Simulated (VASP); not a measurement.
Al32C (a cell with a defect), 33 atoms in the cell. The cell holds a defect, 33 atoms: a = 8.100 Å, b = 8.100 Å, c = 8.100 Å, α = 90.00°, β = 90.00°, γ = 90.00°. The cell was built by a generator and needn't be a form met in nature.

| Quantity | Value |
| --- | --- |
| Program | VASP 6.6.1 |
| Task | single point |
| Functional | LDA |
| Potentials or basis | VASP PAW LDA potentials, release 64 (Al, C) |
| Cutoff | 520 eV |
| k mesh | 2 × 2 × 2 |
| Occupations | gaussian, width 0.15 eV |
| Spin | no spin polarisation |
| Dipole correction | no |
| Further INCAR settings | LREAL = Auto; ALGO = Fast; EDIFF = 1e-06; NBANDS = 72 |

Potentials or basis: VASP PAW LDA potentials, release 64 (Al, C).

Launch:

```sh
$ cat potpaw_LDA.64/Al/POTCAR potpaw_LDA.64/C/POTCAR > POTCAR
$ mpirun -np 1 vasp_std > vasp.out
```

Hardware: 1 thread of Intel(R) Xeon(R) Platinum 8559C (Emerald Rapids) (shared host).

Question: Estimate the wall time of this run.

Answer: It took 6.2 min on 1 thread of Intel(R) Xeon(R) Platinum 8559C (Emerald Rapids) (shared host), peak memory 0.43 GiB. Counts: scf iterations 15, k points 8.
